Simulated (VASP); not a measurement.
Set up this calculation in VASP 6.6.1, as the native input.

```yaml
Task: relaxation of cell and atoms
Functional: PBE
Dispersion: rVV10
Potentials_or_basis: VASP PAW PBE potentials, release 54 (Mg, Na_pv, O)
Cutoff: 600 eV
k_mesh: 6 × 6 × 6
Occupations: gaussian, width 0.1 eV
Spin: no spin polarisation
Further_INCAR_settings: ALGO = Normal; EDIFF = 1e-07; IBRION = 2; EDIFFG = -0.01; NSW = 40; ISIF = 3
```

The structure of NaMg3O4 lies in NaMg3O4.cif:

```cif
data_NaMg3O4
_cell_length_a 4.35375365
_cell_length_b 4.35375365
_cell_length_c 4.35375365
_cell_angle_alpha 90.00000000
_cell_angle_beta 90.00000000
_cell_angle_gamma 90.00000000
_space_group_name_H-M_alt 'Pm-3m'
_space_group_name_Hall '-P 4 2 3'
_space_group_IT_number 221
loop_
_space_group_symop_operation_xyz
'x,y,z'
'-x,-y,-z'
'-y,x,z'
'y,-x,-z'
'-x,-y,z'
'x,y,-z'
'y,-x,z'
'-y,x,-z'
'x,-y,-z'
'-x,y,z'
'-y,-x,-z'
'y,x,z'
'-x,y,-z'
'x,-y,z'
'y,x,-z'
'-y,-x,z'
'z,x,y'
'-z,-x,-y'
'z,-y,x'
'-z,y,-x'
'z,-x,-y'
'-z,x,y'
'z,y,-x'
'-z,-y,x'
'-z,x,-y'
'z,-x,y'
'-z,-y,-x'
'z,y,x'
'-z,-x,y'
'z,x,-y'
'-z,y,x'
'z,-y,-x'
'y,z,x'
'-y,-z,-x'
'x,z,-y'
'-x,-z,y'
'-y,z,-x'
'y,-z,x'
'-x,z,y'
'x,-z,-y'
'-y,-z,x'
'y,z,-x'
'-x,-z,-y'
'x,z,y'
'y,-z,-x'
'-y,z,x'
'x,-z,y'
'-x,z,-y'
loop_
_atom_site_label
_atom_site_type_symbol
_atom_site_symmetry_multiplicity
_atom_site_Wyckoff_symbol
_atom_site_fract_x
_atom_site_fract_y
_atom_site_fract_z
_atom_site_occupancy
Mg1 Mg 3 c 0.5000000000 0.5000000000 0.0000000000 1
Na1 Na 1 a 0.0000000000 0.0000000000 0.0000000000 1
O1 O 3 d 0.0000000000 0.5000000000 0.0000000000 1
O2 O 1 b 0.5000000000 0.5000000000 0.5000000000 1
```

The structure of NaMg3O4 lies in POSCAR:

```
Mg Na O 
 1.0000000000000000
     4.3537536499999998    0.0000000000000000    0.0000000000000000
     0.0000000000000000    4.3537536499999998    0.0000000000000000
     0.0000000000000000    0.0000000000000000    4.3537536499999998
 Mg  Na  O  
   3   1   4
Cartesian
  2.1768768249999999  2.1768768249999999  0.0000000000000000
  0.0000000000000000  2.1768768249999999  2.1768768249999999
  2.1768768249999999  0.0000000000000000  2.1768768249999999
  0.0000000000000000  0.0000000000000000  0.0000000000000000
  0.0000000000000000  2.1768768249999999  0.0000000000000000
  2.1768768249999999  0.0000000000000000  0.0000000000000000
  0.0000000000000000  0.0000000000000000  2.1768768249999999
  2.1768768249999999  2.1768768249999999  2.1768768249999999
```

The cell comes from a database or a generator and needn't be the stable form of this composition.

One way to write it, as run:

INCAR

```
PREC = Accurate
ENCUT = 600
EDIFF = 1E-7
ISMEAR = 0
SIGMA = 0.1
LREAL = F
LASPH = T
NELM = 80
ALGO = Normal
ISIF = 3
LWAVE = F
LCHARG = F
GGA = PE
LUSE_VDW = T
IVDW_NL = 2
BPARAM = 10.0
CPARAM = 0.0093
IBRION = 2
NSW = 40
EDIFFG = -0.01
```

KPOINTS

```
regular mesh
0
Gamma
  6 6 6
```

Potentials or basis: VASP PAW PBE potentials, release 54 (Mg, Na_pv, O).

Run with:

```console
$ ase convert -i cif -o vasp NaMg3O4.cif POSCAR
$ cat potpaw_PBE.54/Mg/POTCAR potpaw_PBE.54/Na_pv/POTCAR potpaw_PBE.54/O/POTCAR > POTCAR
$ mpirun -np 1 vasp_std > vasp.out
```

Results of the run:

| Item | Value |
| --- | --- |
| Relaxed volume | 10.09 Å³/atom |
| Relaxed cell | a = 4.321 Å, b = 4.321 Å, c = 4.321 Å, α = 90.00°, β = 90.00°, γ = 90.00° |
| Space group after relaxing (to 0.05 Å) | Pm-3m (No. 221) |
| Energy gained by relaxing | 2.0 meV/atom |
| Ionic steps | 3 |
| Pressure after relaxing | 0.0 GPa |
| Band gap on the k mesh | none (metal or under the smearing width) |

Caveat: an odd number of electrons without spin polarisation forces a metal; a magnetic or distorted state may lie lower.

Wall time 2.7 min on 1 thread of AMD EPYC 9R45 (Zen 5), on a shared host, peak memory 0.37 GiB.
